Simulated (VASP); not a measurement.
# BaHfO3 (Pm-3m) in VASP: Born charges and dielectric tensor with LDA

Aim: the Born charges and dielectric tensor of BaHfO3 with LDA.

Everything below comes from runs of VASP 6.6.1. Logs are shortened: lines on timing, memory, paths and dates and some standing lists are left out, and cuts for length are marked.

## (1) Starting point

Symmetry: Pm-3m, No. 221, cubic system. The conventional cell has a = 4.154 Å, b = 4.154 Å, c = 4.154 Å, α = 90.00°, β = 90.00°, γ = 90.00°. Ba (site symmetry m-3m) is surrounded by 12 O at 2.94 Å. Hf (site symmetry m-3m) has 6 O at 2.08 Å as nearest neighbours. O (site symmetry 4/mmm) is surrounded by 2 Hf at 2.08 Å.

The cell comes from a database or a generator and needn't be the stable form of this composition.

## (2) Born charges and dielectric tensor, LDA

Contents of INCAR:

```
  PREC = Accurate
  ENCUT = 600
  EDIFF = 1E-8
  ISMEAR = 0
  SIGMA = 0.02
  LREAL = F
  LASPH = T
  NELM = 80
  ALGO = Fast
  ISIF = 2
  LWAVE = F
  LCHARG = F
  LEPSILON = T
  IBRION = 8
  NSW = 1
```

Contents of KPOINTS:

```
Automatic mesh
0
Gamma
  6 6 6
```

Contents of POSCAR:

```
BaHfO3
1.0
    4.1535400000      0.0000000000      0.0000000000
    0.0000000000      4.1535400000      0.0000000000
    0.0000000000      0.0000000000      4.1535400000
Ba Hf O
1 1 3
Direct
    0.5000000000      0.5000000000      0.5000000000
    0.0000000000      0.0000000000      0.0000000000
    0.0000000000      0.5000000000      0.0000000000
    0.5000000000      0.0000000000      0.0000000000
    0.0000000000      0.0000000000      0.5000000000
```

Potentials or basis: VASP PAW LDA potentials, release 64 (Ba_sv, Hf_pv, O).

Run with:

```bash
$ cat potpaw_LDA.64/Ba_sv/POTCAR potpaw_LDA.64/Hf_pv/POTCAR potpaw_LDA.64/O/POTCAR > POTCAR
$ mpirun -np 1 vasp_std > vasp.out
```

OUTCAR:

```text
PREC = Accurate
   ENCUT = 600
   EDIFF = 1E-8
   ISMEAR = 0
   LREAL = F
   LASPH = T
   NELM = 80
   ISIF = 2
   LEPSILON = T
   IBRION = 8
   NSW = 1

 ion  position               nearest neighbor table
   1  0.500  0.500  0.500-   3 2.94   4 2.94   5 2.94   3 2.94   4 2.94   4 2.94   5 2.94   4 2.94
                             3 2.94   5 2.94   3 2.94   5 2.94   2 3.60   2 3.60   2 3.60   2 3.60
   2  0.000  0.000  0.000-   3 2.08   4 2.08   5 2.08   5 2.08   3 2.08   4 2.08   1 3.60   1 3.60
                             1 3.60   1 3.60   1 3.60   1 3.60   1 3.60   1 3.60
   3  0.000  0.500  0.000-   2 2.08   2 2.08   1 2.94   1 2.94   1 2.94   1 2.94
   4  0.500  0.000  0.000-   2 2.08   2 2.08   1 2.94   1 2.94   1 2.94   1 2.94
   5  0.000  0.000  0.500-   2 2.08   2 2.08   1 2.94   1 2.94   1 2.94   1 2.94

  LATTYP: Found a simple cubic cell.
 ALAT       =     4.1535400000

  Lattice vectors:

 A1 = (   4.1535400000,   0.0000000000,   0.0000000000)
 A2 = (   0.0000000000,   4.1535400000,   0.0000000000)
 A3 = (   0.0000000000,   0.0000000000,   4.1535400000)

Analysis of symmetry for initial positions (statically):
=====================================================================
 Subroutine PRICEL returns:
 Original cell was already a primitive cell.

 Routine SETGRP: Setting up the symmetry group for a
 simple cubic supercell.

 Subroutine GETGRP returns: Found 48 space group operations
 (whereof 48 operations were pure point group operations)
 out of a pool of 48 trial point group operations.

The static configuration has the point symmetry O_h .

[... 825 lines left out ...]
  x     0.00000     0.00000     0.00000     0.00000     0.00000     0.00000
  y     0.00000     0.00000     0.00000     0.00000     0.00000     0.00000
  z     0.00000     0.00000     0.00000     0.00000     0.00000     0.00000

 SECOND DERIVATIVES (NOT SYMMETRIZED)
 ------------------------------------
               1X          1Y          1Z          2X          2Y          2Z          3X          3Y          3Z          4X          4Y          4Z          5X          5Y          5Z
  1X    -3.981644   -0.000000    0.000000    3.622211   -0.000000   -0.000000   -0.412982    0.000000    0.000000    1.185398    0.000000   -0.000000   -0.412982   -0.000000    0.000000
  1Y    -0.000000   -3.981644    0.000000   -0.000000    3.622211    0.000000    0.000000    1.185398   -0.000000    0.000000   -0.412982    0.000000   -0.000000   -0.412982    0.000000
  1Z     0.000000    0.000000   -3.981644    0.000000    0.000000    3.622211    0.000000    0.000000   -0.412982    0.000000    0.000000   -0.412982   -0.000000   -0.000000    1.185398
  2X     3.619497   -0.000000    0.000000   -9.905989    0.000000   -0.000000    0.662043   -0.000000    0.000000    4.962406   -0.000000   -0.000000    0.662043    0.000000   -0.000000
  2Y    -0.000000    3.619497    0.000000    0.000000   -9.905989   -0.000000   -0.000000    4.962406   -0.000000   -0.000000    0.662043    0.000000    0.000000    0.662043   -0.000000
  2Z     0.000000   -0.000000    3.619497   -0.000000    0.000000   -9.905989    0.000000   -0.000000    0.662043    0.000000   -0.000000    0.662043   -0.000000   -0.000000    4.962406
  3X    -0.414333    0.000000    0.000000    0.652972    0.000000    0.000000   -3.178358    0.000000    0.000000    3.503651    0.000000    0.000000   -0.563932    0.000000    0.000000
  3Y     0.000000    1.178357   -0.000000   -0.000000    4.954175   -0.000000    0.000000  -13.139050    0.000000    0.000000    3.503259    0.000000   -0.000000    3.503259   -0.000000
  3Z     0.000000    0.000000   -0.414333    0.000000    0.000000    0.652972    0.000000    0.000000   -3.178358    0.000000    0.000000   -0.563932    0.000000    0.000000    3.503651
  4X     1.178357    0.000000   -0.000000    4.954175   -0.000000   -0.000000    3.503259    0.000000    0.000000  -13.139050    0.000000    0.000000    3.503259   -0.000000   -0.000000
  4Y     0.000000   -0.414333    0.000000    0.000000    0.652972    0.000000    0.000000    3.503651    0.000000    0.000000   -3.178358    0.000000    0.000000   -0.563932    0.000000
  4Z     0.000000    0.000000   -0.414333    0.000000    0.000000    0.652972    0.000000    0.000000   -0.563932    0.000000    0.000000   -3.178358    0.000000    0.000000    3.503651
  5X    -0.414333    0.000000    0.000000    0.652972    0.000000    0.000000   -0.563932    0.000000    0.000000    3.503651    0.000000    0.000000   -3.178358    0.000000    0.000000
  5Y     0.000000   -0.414333    0.000000    0.000000    0.652972    0.000000    0.000000    3.503651    0.000000    0.000000   -0.563932    0.000000    0.000000   -3.178358    0.000000
  5Z     0.000000   -0.000000    1.178357    0.000000   -0.000000    4.954175    0.000000   -0.000000    3.503259    0.000000   -0.000000    3.503259   -0.000000    0.000000  -13.139050

 Eigenvectors and eigenvalues of the dynamical matrix
 ----------------------------------------------------

   1 f  =   15.332032 THz    96.333999 2PiTHz  511.421544 cm-1    63.408162 meV
             X         Y         Z           dx          dy          dz
      2.076770  2.076770  2.076770     0.027859   -0.000085   -0.000000
      0.000000  0.000000  0.000000     0.085706   -0.000261    0.000000
      0.000000  2.076770  0.000000     0.274730    0.002789   -0.000000
      2.076770  0.000000  0.000000    -0.917014   -0.000836    0.000000
      0.000000  0.000000  2.076770     0.274730   -0.000836    0.000000
[... 105 lines left out ...]
  15 f/i=    0.006843 THz     0.042997 2PiTHz    0.228266 cm-1     0.028301 meV
             X         Y         Z           dx          dy          dz
      2.076770  2.076770  2.076770    -0.001678    0.612699   -0.030826
      0.000000  0.000000  0.000000    -0.001917    0.699654   -0.035201
      0.000000  2.076770  0.000000    -0.000576    0.210010   -0.010580
      2.076770  0.000000  0.000000    -0.000575    0.210294   -0.010580
      0.000000  0.000000  2.076770    -0.000576    0.210294   -0.010566

--------------------------------------------------------------------------------------------------------

 MACROSCOPIC STATIC DIELECTRIC TENSOR IONIC CONTRIBUTION
 ------------------------------------------------------
          36.673702     0.000000     0.000000
           0.000000    36.673702     0.000000
          -0.000000     0.000000    36.673702
 ------------------------------------------------------

 ELASTIC MODULI CONTR FROM IONIC RELAXATION (kBar)
 Direction    XX          YY          ZZ          XY          YZ          ZX
 --------------------------------------------------------------------------------
 XX           0.0000      0.0000      0.0000      0.0000      0.0000      0.0000
 YY           0.0000      0.0000      0.0000      0.0000      0.0000      0.0000
 ZZ           0.0000      0.0000      0.0000      0.0000      0.0000      0.0000
 XY           0.0000      0.0000      0.0000      0.0000      0.0000      0.0000
 YZ           0.0000      0.0000      0.0000      0.0000      0.0000      0.0000
 ZX           0.0000      0.0000      0.0000      0.0000      0.0000      0.0000
 --------------------------------------------------------------------------------

 PIEZOELECTRIC TENSOR IONIC CONTR  for field in x, y, z        (C/m^2)
          XX          YY          ZZ          XY          YZ          ZX
  --------------------------------------------------------------------------------
  x     0.00000     0.00000     0.00000     0.00000     0.00000     0.00000
  y     0.00000     0.00000     0.00000     0.00000     0.00000     0.00000
  z     0.00000     0.00000     0.00000     0.00000     0.00000     0.00000
```

OSZICAR:

```text
N       E                     dE             d eps       ncg     rms          rms(c)
DAV:   1     0.258867813910E+03    0.25887E+03   -0.22722E+04   920   0.178E+03
DAV:   2    -0.399274767993E+02   -0.29880E+03   -0.29387E+03  1207   0.376E+02
DAV:   3    -0.540534110418E+02   -0.14126E+02   -0.14098E+02  1144   0.821E+01
DAV:   4    -0.544502242671E+02   -0.39681E+00   -0.39666E+00  1398   0.104E+01
[... 13 lines left out ...]
RMM:  13    -0.370733784184E+00   -0.32882E-08   -0.32222E-07  3758   0.165E-04    0.366E-06
RMM:  14    -0.370733796825E+00   -0.12641E-07   -0.49486E-08  3694   0.160E-04    0.144E-06
RMM:  15    -0.370733791606E+00    0.52192E-08   -0.15724E-07  3642   0.158E-04    0.808E-07
RMM:  16    -0.370733788509E+00    0.30962E-08   -0.75199E-08  3643   0.157E-04    0.835E-07
 Linear response finished
```

Wall time 7.9 min (1 thread of Intel Xeon 6975P-C (Granite Rapids), shared host); peak memory 0.58 GiB.

What came out:

```
Band gap on the k mesh                                  : 3.44 eV, indirect (least direct gap 3.63 eV)
Electronic dielectric tensor (diagonal)                 : 4.74
Born charges (mean of the diagonal)                     : Ba +2.74; Hf +5.86; O -2.86 e
Highest phonon frequency at Γ, LO-TO splitting left out : 511 cm⁻¹
```

Phonon frequencies in cm⁻¹ (negative: imaginary):
| q point | frequencies |
| --- | --- |
| (0.000, 0.000, 0.000) | 0 0 0 107 107 107 192 192 192 211 211 211 511 511 511 |

Electronic dielectric tensor:
```
4.74 0.00 0.00
0.00 4.74 0.00
0.00 0.00 4.74
```

Born effective charge tensors (e):
atom 1, Ba
```
2.74 0.00 0.00
0.00 2.74 0.00
0.00 0.00 2.74
```
atom 2, Hf
```
5.86 0.00 0.00
0.00 5.86 0.00
0.00 0.00 5.86
```
atom 3, O
```
-2.02  0.00  0.00
 0.00 -4.56  0.00
 0.00  0.00 -2.02
```
atom 4, O
```
-4.56  0.00  0.00
 0.00 -2.02  0.00
 0.00  0.00 -2.02
```
atom 5, O
```
-2.02  0.00  0.00
 0.00 -2.02  0.00
 0.00  0.00 -4.56
```

Caveat: spin-orbit coupling is left out, which moves the levels of the heavy elements.
